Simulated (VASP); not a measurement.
Given:

```yaml
crystal:
  lattice:
    - [0.00000, 3.35064, 3.35064]
    - [3.35064, 0.00000, 3.35064]
    - [3.35064, 3.35064, 0.00000]
  atoms:
    - { symbol: K, position: [0.00000, 0.00000, 0.00000] }
    - { symbol: Br, position: [0.50000, 0.50000, 0.50000] }
```

Level of theory: PBE GGA, VASP's PBE PAW potentials (set 64) (plane waves; VASP). Numerical set-up: 400 eV cut-off, 6×6×6 Γ-centred mesh, Gaussian smearing of 0.050 eV, potentials K_sv Br.

Task: Predict the energy per atom (σ→0), band gap (on the k-mesh) with the smallest direct gap where there is one.

Result: 
```json
{
  "band gap (on the k-mesh)": "4.31 eV",
  "smallest direct gap (on the k-mesh)": "4.31 eV",
  "energy per atom (σ→0)": "-300.2 kJ/mol of atoms"
}
```

The absolute energy has meaning only against runs of the same code, potentials and settings.

The compound is KBr in the rock salt structure. It was relaxed first. The start is the result of an earlier pass.
